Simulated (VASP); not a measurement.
Input for VASP

### INCAR
```
SYSTEM = AuAl2
PREC = Accurate
ENCUT = 400
EDIFF = 1E-6
NELM = 100
ALGO = Normal
LREAL = .FALSE.
LASPH = .TRUE.
ISMEAR = 1
SIGMA = 0.1
GGA = PE
LMAXMIX = 6
LWAVE = .FALSE.
LCHARG = .FALSE.
ISIF = 2
```

File KPOINTS:
```
Automatic mesh
0
Gamma
3 3 3
0 0 0
```

### POSCAR
```
AuAl2
1
    0.0000000000     5.7824820000     5.7824820000
    5.7824820000     0.0000000000     5.7824820000
    5.7824820000     5.7824820000     0.0000000000
Al Au
2 1
Direct
  0.2500000000   0.2500000000   0.2500000000
  0.7500000000   0.7500000000   0.7500000000
  0.0000000000   0.0000000000   0.0000000000
```

POTCAR, in this order: Al Au (PBE.64 set). Program: vasp_std.

The run wrote:

standard output:
```
 POSCAR found type information on POSCAR AlAu
 POSCAR found :  2 types and       3 ions
 Reading from existing POTCAR
 Reading from existing POTCAR
 LDA part: xc-table for (Slater+PW92), standard interpolation
 POSCAR, INCAR and KPOINTS ok, starting setup
 WAVECAR not read
 entering main loop
       N       E                     dE             d eps       ncg     rms          rms(c)
DAV:   1     0.640923144283E+02    0.64092E+02   -0.35390E+03    96   0.712E+02
DAV:   2     0.114871954843E+02   -0.52605E+02   -0.48169E+02   168   0.945E+01
DAV:   3    -0.336546817889E+01   -0.14853E+02   -0.14462E+02   156   0.510E+01
DAV:   4    -0.378230362382E+01   -0.41684E+00   -0.40541E+00   128   0.789E+00
DAV:   5    -0.379849893892E+01   -0.16195E-01   -0.16187E-01   128   0.204E+00    0.197E+00
DAV:   6    -0.310773644915E+01    0.69076E+00   -0.72149E-01    96   0.421E+00    0.158E+00
DAV:   7    -0.280760618922E+01    0.30013E+00   -0.61548E-01   112   0.316E+00    0.561E-01
DAV:   8    -0.281635817432E+01   -0.87520E-02   -0.11901E-01   128   0.232E+00    0.632E-01
DAV:   9    -0.286435993138E+01   -0.48002E-01   -0.22790E-01   104   0.185E+00    0.650E-01
DAV:  10    -0.283151675005E+01    0.32843E-01   -0.24072E-01   104   0.204E+00    0.186E-01
DAV:  11    -0.282787071823E+01    0.36460E-02   -0.95765E-03   112   0.433E-01    0.110E-01
DAV:  12    -0.282689679794E+01    0.97392E-03   -0.82794E-03   120   0.318E-01    0.439E-02
DAV:  13    -0.282711972563E+01   -0.22293E-03   -0.11508E-03   104   0.144E-01    0.162E-02
DAV:  14    -0.282718728450E+01   -0.67559E-04   -0.23535E-04   120   0.648E-02    0.181E-02
DAV:  15    -0.282723016847E+01   -0.42884E-04   -0.11886E-04   124   0.607E-02    0.931E-03
DAV:  16    -0.282722928422E+01    0.88425E-06   -0.38413E-05   124   0.277E-02    0.277E-03
DAV:  17    -0.282722972810E+01   -0.44388E-06   -0.49170E-06   104   0.988E-03
   1 F= -.28272297E+01 E0= -.28220681E+01  d E =-.154849E-01
```

**OUTCAR**
```
------------------------ aborting loop because EDIFF is reached ----------------------------------------
  FORCE on cell =-STRESS in cart. coord.  units (eV):
  Direction    XX          YY          ZZ          XY          YZ          ZX
  --------------------------------------------------------------------------------------
  Total       -2.4289802     -2.4289802     -2.4289802      0.0000000      0.0000000     -0.0000000
  in kB      -10.0637929    -10.0637929    -10.0637929      0.0000000      0.0000000     -0.0000000
  external PRESSURE =     -10.0637929 kB  Pullay stress =       0.0000000 kB
  volume of cell :      386.70
      direct lattice vectors                 reciprocal lattice vectors
     0.000000000  5.782482000  5.782482000    -0.086468060  0.086468060  0.086468060
     5.782482000  0.000000000  5.782482000     0.086468060 -0.086468060  0.086468060
     5.782482000  5.782482000  0.000000000     0.086468060  0.086468060 -0.086468060
 POSITION                                       TOTAL-FORCE (eV/Angst)
 -----------------------------------------------------------------------------------
      2.89124      2.89124      2.89124        -0.000000     -0.000000     -0.000000
      8.67372      8.67372      8.67372         0.000000      0.000000      0.000000
      0.00000      0.00000      0.00000         0.000000      0.000000     -0.000000
 -----------------------------------------------------------------------------------
    total drift:                               -0.000000      0.000000     -0.000000
  FREE ENERGIE OF THE ION-ELECTRON SYSTEM (eV)
  ---------------------------------------------------
  free  energy   TOTEN  =        -2.8272297281 eV

  energy  without entropy=       -2.8117447895  energy(sigma->0) =       -2.82206808
```
(Selected blocks of OUTCAR.)

Problem. The run ends quietly. Is anything wrong with it?

Solution. The cause: the lattice was typed in bohr, and VASP reads ångström. The run ends without an error. Against the sound run, the energy per atom (σ→0) increases by 3.059 eV/atom; the pressure rises by 2.16 GPa; the volume increases by 570 %. To mend it, correct POSCAR, correct KPOINTS.
POSCAR:
```
AuAl2
1
    0.0000000000     3.0600000000     3.0600000000
    3.0600000000     0.0000000000     3.0600000000
    3.0600000000     3.0600000000     0.0000000000
Al Au
2 1
Direct
  0.2500000000   0.2500000000   0.2500000000
  0.7500000000   0.7500000000   0.7500000000
  0.0000000000   0.0000000000   0.0000000000
```
### KPOINTS
```
Automatic mesh
0
Gamma
7 7 7
0 0 0
```
The mended run (PBE GGA, plane waves, VASP's PBE PAW potentials (set 64)) converges, and its OSZICAR ends with
```
   1 F= -.11999405E+02 E0= -.11999323E+02  d E =-.247634E-03
```

The compound is AuAl2 in the fluorite structure. The cell was not relaxed at this level. The electron count is odd and the run is not spin-polarised, which forces a metal.
